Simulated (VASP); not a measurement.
Here is a VASP 6.6.1 calculation.

Contents of INCAR:

```
SYSTEM = CdS
PREC = Accurate
ENCUT = 350
EDIFF = 1E-7
ISMEAR = 0
SIGMA = 0.02
LREAL = .False.
LASPH = .True.
NELM = 80
ALGO = Normal
ISIF = 3
LWAVE = .False.
LCHARG = .False.
GGA = PE
IBRION = 2
NSW = 80
EDIFFG = -0.002
```

KPOINTS

```
Automatic mesh
0
Gamma
  10 10 10
  0 0 0
```

File POSCAR:

```
CdS
1.0
    0.0000000000      2.9165000000      2.9165000000
    2.9165000000      0.0000000000      2.9165000000
    2.9165000000      2.9165000000      0.0000000000
Cd S
1 1
Direct
    0.0000000000      0.0000000000      0.0000000000
    0.2500000000      0.2500000000      0.2500000000
```

Potentials or basis: VASP PAW PBE potentials, release 64 (Cd, S).

Launch:

```bash
$ cat potpaw_PBE.64/Cd/POTCAR potpaw_PBE.64/S/POTCAR > POTCAR
$ mpirun -np 1 vasp_std > vasp.out
```

Question: Predict the relaxed cell.

Answer: a = 4.191 Å, b = 4.191 Å, c = 4.191 Å, α = 60.00°, β = 60.00°, γ = 60.00°.

Question: Estimate the relaxed volume.

Answer: 26.02 Å³/atom.

Question: What does it give for the band gap on the k mesh?

Answer: 1.04 eV, direct.

Question: Predict the space group after relaxing (to 0.05 Å).

Answer: F-43m (No. 216).

Final structure:
```
Cd S
1.0
     0.00000    2.96329    2.96329
     2.96329    0.00000    2.96329
     2.96329    2.96329    0.00000
Cd S
1 1
Direct
  0.00000 0.00000 0.00000
  0.25000 0.25000 0.25000
```

As with any semilocal functional, this PBE gap is likely too small. Zero-point motion and thermal expansion aren't in these numbers.
